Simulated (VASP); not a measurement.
Computed with PBE GGA with D3 dispersion (zero damping), VASP's PBE PAW potentials (set 64) (plane waves; VASP 6.6.1).

Input for VASP

KPOINTS:
```
Regular mesh
0
gamma
 7 7 7
```

File POSCAR:
```
ZnSe
1
    0.0000000000     2.8350000000     2.8350000000
    2.8350000000     0.0000000000     2.8350000000
    2.8350000000     2.8350000000     0.0000000000
Zn Se
1 1
Direct
  0.0000000000   0.0000000000   0.0000000000
  0.2500000000   0.2500000000   0.2500000000
```

**INCAR**
```
! general
SYSTEM  = ZnSe
PREC    = Accurate
ENCUT   = 520
LREAL   = F
LASPH   = T

! electronic loop
EDIFF   = 1E-6
NELM    = 100
ALGO    = Normal
LMAXMIX = 4

! smearing
ISMEAR  = 0
SIGMA   = 0.05

! functional
GGA     = PE
IVDW    = 11

! ions
IBRION  = 2
NSW     = 60
ISIF    = 3
EDIFFG  = -0.01

! output
LWAVE   = F
LCHARG  = F
```

POTCAR, in this order: Zn Se (PBE.64 set). Program: vasp_std.

**Question.** What will the output report for the number of irreducible k-points (NKPTS), largest plane-wave count, number of space-group operations, FFT grid (NGX, NGY, NGZ)?

**Answer.** 
| Item | Value |
|---|---|
| number of irreducible k-points (NKPTS) | 20 |
| largest plane-wave count | 1243 |
| number of space-group operations | 24 |
| FFT grid (NGX, NGY, NGZ) | 30 × 30 × 30 |

The compound is ZnSe in the zinc blende structure. This run relaxes it. Symmetry was kept, so distortions that lower it aren't found.
